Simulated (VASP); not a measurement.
Consider the following.

```
PtTe2
1.0
    2.01500    -3.49008     0.00000
    2.01500     3.49008     0.00000
    0.00000     0.00000     5.22000
Te Pt
2 1
Direct
  0.33333   0.66667   0.25400
  0.66667   0.33333   0.74600
  0.00000   0.00000   0.00000
```

Calculation: PBE GGA, VASP's PBE PAW potentials (set 64) (plane waves; VASP 6.6.1). Settings: 300 eV cut-off, 7×7×5 Γ-centred mesh, Gaussian smearing of 0.10 eV, potentials Te Pt.

At this cut-off the stress carries a Pulay error, which pulls relaxed volumes low. Unless said otherwise, spin-orbit coupling is left out, though it shifts the bands of the heavy elements here.

Q: What does the run give for the energy per atom (σ→0), pressure, band gap (on the k-mesh) with the smallest direct gap where there is one?

A: 
- band gap (on the k-mesh): none (metal, semimetal or under 0.01 eV)
- energy per atom (σ→0): -4.501 eV/atom
- pressure: 5.57 GPa

Only differences to runs with the same potentials and settings are physical.

The structure is a typed PtTe2 crystal (P-3m1). The cell was not relaxed at this level.
